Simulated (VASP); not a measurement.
Here is the system:

```yaml
crystal:
  lattice:
    - [0.00000, 3.19311, 3.19311]
    - [3.19311, 0.00000, 3.19311]
    - [3.19311, 3.19311, 0.00000]
  atoms:
    - { symbol: Te, position: [0.50000, 0.50000, 0.50000] }
    - { symbol: Pb, position: [0.00000, 0.00000, 0.00000] }
```

Method: MS2 meta-GGA, VASP's PBE PAW potentials (set 64) (plane waves; VASP 6.6.1). Numerical set-up: 520 eV cut-off, 7×7×7 Γ-centred mesh, Gaussian smearing of 0.050 eV, potentials Te Pb_d.

Question: What does the run give for the energy per atom (σ→0), pressure?

Answer: 
```json
{
 "energy per atom (σ→0)": "8.313 eV/atom",
 "pressure": "1.40 GPa"
}
```

The absolute energy has meaning only against runs of the same code, potentials and settings.

The compound is PbTe in the rock salt structure. This cell is one point of a volume scan, at 0.97 of the reference volume.
